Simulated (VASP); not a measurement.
Here is a VASP 6.6.1 calculation.

The input INCAR:

```
AGGAC    = 0.0          
ALGO     = Normal         # electronic algorithm
EDIFF    = 1E-6           # SCF threshold, eV
EDIFFG   = -0.01          # ionic threshold
ENCUT    = 600            # plane-wave cutoff, eV
GGA      = MK             # functional
IBRION   = 2              # ionic algorithm
ISIF     = 3              # what is computed and relaxed
ISMEAR   = 0              # smearing method
KPAR     = 4            
LASPH    = T              # aspherical terms in the spheres
LCHARG   = F              # write CHGCAR
LREAL    = F              # projectors in reciprocal space
LUSE_VDW = T            
LWAVE    = F              # write WAVECAR
NELM     = 80             # most SCF steps
NSW      = 90             # ionic steps
PARAM1   = 0.1234       
PARAM2   = 0.711357     
PREC     = Accurate       # precision mode
SIGMA    = 0.03           # smearing width, eV
ZAB_VDW  = -1.8867
```

Contents of KPOINTS:

```
k-points
0
Gamma
  4 4 4
```

Contents of POSCAR:

```
As2O3
1.0
    0.0000000000      5.5367150000      5.5367150000
    5.5367150000      0.0000000000      5.5367150000
    5.5367150000      5.5367150000      0.0000000000
As O
8 12
Direct
    0.3972100000      0.3972100000      0.3972100000
    0.4416300000      0.8527900000      0.8527900000
    0.3972100000      0.3972100000      0.8083700000
    0.8527900000      0.4416300000      0.8527900000
    0.8083700000      0.3972100000      0.3972100000
    0.8527900000      0.8527900000      0.8527900000
    0.3972100000      0.8083700000      0.3972100000
    0.8527900000      0.8527900000      0.4416300000
    0.9226000000      0.5774000000      0.5774000000
    0.3274000000      0.6726000000      0.3274000000
    0.5774000000      0.9226000000      0.9226000000
    0.6726000000      0.3274000000      0.6726000000
    0.5774000000      0.9226000000      0.5774000000
    0.3274000000      0.3274000000      0.6726000000
    0.9226000000      0.5774000000      0.9226000000
    0.6726000000      0.6726000000      0.3274000000
    0.3274000000      0.6726000000      0.6726000000
    0.5774000000      0.5774000000      0.9226000000
    0.6726000000      0.3274000000      0.3274000000
    0.9226000000      0.9226000000      0.5774000000
```

Potentials or basis: VASP PAW PBE potentials, release 64 (As, O).

Launch:

```console
$ cat potpaw_PBE.64/As/POTCAR potpaw_PBE.64/O/POTCAR > POTCAR
$ mpirun -np 4 vasp_std > vasp.out
```

**Question.** What does it give for the relaxed cell?

**Answer.** a = 7.709 Å, b = 7.709 Å, c = 7.709 Å, α = 60.00°, β = 60.00°, γ = 60.00°.

**Question.** What does it give for the relaxed volume?

**Answer.** 16.20 Å³/atom.

**Question.** What does it give for the space group after relaxing (to 0.05 Å)?

**Answer.** Fd-3m (No. 227).

Forces in eV/Å, atoms in the order of the input:
```
As   0.000  0.000  0.000
As   0.000  0.000  0.000
As   0.000  0.000  0.000
As   0.000  0.000  0.000
As   0.000  0.000  0.000
As   0.000  0.000  0.000
As   0.000  0.000  0.000
As   0.000  0.000  0.000
O    0.004  0.000  0.000
O    0.000  0.004  0.000
O   -0.004  0.000  0.000
O    0.000 -0.004  0.000
O    0.000  0.004  0.000
O    0.000  0.000  0.004
O    0.000 -0.004  0.000
O    0.000  0.000 -0.004
O   -0.004  0.000  0.000
O    0.000  0.000  0.004
O    0.004  0.000  0.000
O    0.000  0.000 -0.004
```

Caveat: the PAW data sets were made with another functional, which shifts forces and pressure a little.
